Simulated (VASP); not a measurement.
A convergence study with VASP on Os (hcp): one setting is varied, all else stays as given below, so the limit is that of these other settings.

```yaml
crystal:
  lattice:
    - [1.36500, -2.36425, 0.00000]
    - [1.36500, 2.36425, 0.00000]
    - [0.00000, 0.00000, 4.32000]
  atoms:
    - { symbol: Os, position: [0.33333, 0.66667, 0.25000] }
    - { symbol: Os, position: [0.66667, 0.33333, 0.75000] }
```

All values below come from PBE GGA, VASP's PBE PAW potentials (set 64) (plane waves; VASP 6.6.1). The tightest run used: 550 eV cut-off, 25×25×15 Γ-centred mesh, tetrahedra with Blöchl corrections, potentials Os.

The reference is 25×25×15 mesh, which took about 2 core-minutes. Times come from single runs on busy shared machines, so they are rough: good to a factor of about 2.

Of the settings 3×3×2 mesh; 4×4×2 mesh; 5×5×3 mesh; 6×6×4 mesh; 7×7×4 mesh; 8×8×5 mesh; 9×9×5 mesh; 10×10×6 mesh; 11×11×6 mesh; 12×12×7 mesh; 13×13×8 mesh; 14×14×8 mesh; 15×15×9 mesh; 16×16×9 mesh; 17×17×10 mesh; 18×18×11 mesh; 19×19×11 mesh; 20×20×12 mesh; 21×21×12 mesh; 22×22×13 mesh; 23×23×14 mesh; 24×24×14 mesh; 25×25×15 mesh, which is the lowest that keeps the difference from the reference in E (eV/atom) within 0.005 from there on, and what does it cost?

11×11×6 mesh; its cost over the reference is about 1/6.
```json
[
 {"setting": "3×3×2 mesh", "difference in E (eV/atom)": "0.4386", "cost over the reference": "about 1/20"},
 {"setting": "4×4×2 mesh", "difference in E (eV/atom)": "0.1191", "cost over the reference": "about 1/20"},
 {"setting": "5×5×3 mesh", "difference in E (eV/atom)": "0.0463", "cost over the reference": "about 1/20"},
 {"setting": "6×6×4 mesh", "difference in E (eV/atom)": "0.0328", "cost over the reference": "about 1/20"},
 {"setting": "7×7×4 mesh", "difference in E (eV/atom)": "0.0237", "cost over the reference": "about 1/10"},
 {"setting": "8×8×5 mesh", "difference in E (eV/atom)": "0.0158", "cost over the reference": "about 1/10"},
 {"setting": "9×9×5 mesh", "difference in E (eV/atom)": "0.0048", "cost over the reference": "about 1/10"},
 {"setting": "10×10×6 mesh", "difference in E (eV/atom)": "0.0067", "cost over the reference": "about 1/8"},
 {"setting": "11×11×6 mesh", "difference in E (eV/atom)": "0.0018", "cost over the reference": "about 1/6"},
 {"setting": "12×12×7 mesh", "difference in E (eV/atom)": "0.0004", "cost over the reference": "about 1/6"},
 {"setting": "13×13×8 mesh", "difference in E (eV/atom)": "0.0005", "cost over the reference": "about 1/5"},
 {"setting": "14×14×8 mesh", "difference in E (eV/atom)": "0.0010", "cost over the reference": "about 1/4"},
 {"setting": "15×15×9 mesh", "difference in E (eV/atom)": "0.0007", "cost over the reference": "about 1/4"},
 {"setting": "16×16×9 mesh", "difference in E (eV/atom)": "0.0003", "cost over the reference": "about 1/3"},
 {"setting": "17×17×10 mesh", "difference in E (eV/atom)": "0.0005", "cost over the reference": "about 1/3"},
 {"setting": "18×18×11 mesh", "difference in E (eV/atom)": "0.0003", "cost over the reference": "about 1/2"},
 {"setting": "19×19×11 mesh", "difference in E (eV/atom)": "0.0002", "cost over the reference": "about 1/2"},
 {"setting": "20×20×12 mesh", "difference in E (eV/atom)": "0.0000", "cost over the reference": "within a factor of 2"},
 {"setting": "21×21×12 mesh", "difference in E (eV/atom)": "0.0003", "cost over the reference": "within a factor of 2"},
 {"setting": "22×22×13 mesh", "difference in E (eV/atom)": "0.0002", "cost over the reference": "within a factor of 2"},
 {"setting": "23×23×14 mesh", "difference in E (eV/atom)": "0.0002", "cost over the reference": "within a factor of 2"},
 {"setting": "24×24×14 mesh", "difference in E (eV/atom)": "0.0005", "cost over the reference": "within a factor of 2"},
 {"setting": "25×25×15 mesh", "difference in E (eV/atom)": "0.0000", "cost over the reference": "reference"}
]
```

Left out are rungs that failed or repeat a setting and relaxations that didn't move; long series are thinned to 24 rows.

The compound is Os in the hcp structure. The cell was not relaxed at this level.
